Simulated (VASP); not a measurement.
The input files of a VASP run:

POSCAR:
```
PtAl2
1
    0.0000000000     2.9833731601     2.9833731601
    2.9833731601    -0.0000000000     2.9833731601
    2.9833731601     2.9833731601    -0.0000000000
Al Pt
2 1
Direct
  0.2500000000   0.2500000000   0.2500000000
  0.7500000000   0.7500000000   0.7500000000
  0.0000000000   0.0000000000   0.0000000000
```

### INCAR
```
EDIFF=1E-6   # SCF stop (eV)
ALGO=Normal   # blocked Davidson
ISIF=3   # ions, shape and volume
PREC=Accurate
ENCUT=520   # plane-wave cut-off (eV)
IBRION=2
LREAL=.FALSE.   # projection in real space or not
EDIFFG=-0.02   # ionic stop
ISMEAR=1
LWAVE=.FALSE.
LMAXMIX=6   # l cut-off of mixed one-centre charges
LCHARG=.FALSE.
SIGMA=0.1
SYSTEM=PtAl2
NSW=60   # most ionic steps
LASPH=.TRUE.   # aspherical one-centre terms
NELM=100
GGA=RE
```

**KPOINTS**
```
kpoints
0
G
 8 8 8
0 0 0
```

POTCAR, in this order: Al Pt (PBE.64 set). Program: vasp_std.

**Question.** Translate this revPBE calculation to Quantum ESPRESSO's pw.x.

**Answer.** One equivalent input (not run):
```
&CONTROL
  calculation = 'vc-relax'
  pseudo_dir = './pseudo'
  outdir = './out'
  tprnfor = .true.
  tstress = .true.
  nstep = 60
  forc_conv_thr = 0.00078
/
&SYSTEM
  ibrav = 0
  nat = 3
  ntyp = 2
  ecutwfc = 84
  occupations = 'smearing'
  smearing = 'methfessel-paxton'
  degauss = 0.00735
  input_dft = 'revpbe'
/
&ELECTRONS
  conv_thr = 7.3e-08
  electron_maxstep = 100
/
&IONS
/
&CELL
/
ATOMIC_SPECIES
  Al 26.982 Al.upf
  Pt 195.084 Pt.upf
CELL_PARAMETERS angstrom
     0.0000000    2.9833732    2.9833732
     2.9833732   -0.0000000    2.9833732
     2.9833732    2.9833732   -0.0000000
ATOMIC_POSITIONS crystal
  Al   0.2500000  0.2500000  0.2500000
  Al   0.7500000  0.7500000  0.7500000
  Pt   0.0000000  0.0000000  0.0000000
K_POINTS automatic
  8 8 8 0 0 0
```
The two are equivalent in intent, not identical: the potentials are each code's own (VASP's PAW set, PseudoDojo norm-conserving files in pw.x), so ENCUT and ecutwfc are chosen apart and not converted; conv_thr bounds pw.x's estimated SCF error, while EDIFF bounds the energy change between steps; forc_conv_thr acts on force components and is met together with etot_conv_thr.

The compound is PtAl2 in the fluorite structure. It was relaxed first. The start is the result of an earlier pass.
